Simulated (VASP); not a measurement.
```yaml
crystal:
  lattice:
    - [0.00000, 2.83654, 2.83654]
    - [2.83654, 0.00000, 2.83654]
    - [2.83654, 2.83654, 0.00000]
  atoms:
    - { symbol: Ag, position: [0.00000, 0.00000, 0.00000] }
    - { symbol: Br, position: [0.50000, 0.50000, 0.50000] }
```

Level of theory: PBEsol GGA, VASP's PBE PAW potentials (set 64) (plane waves; VASP). Numerical set-up: 520 eV cut-off, 9×9×9 Γ-centred mesh, tetrahedra with Blöchl corrections, potentials Ag Br.

What does the run give for the energy per atom (σ→0)?

- energy per atom (σ→0): -2.849 eV/atom

The compound is AgBr in the rock salt structure. It was relaxed first.
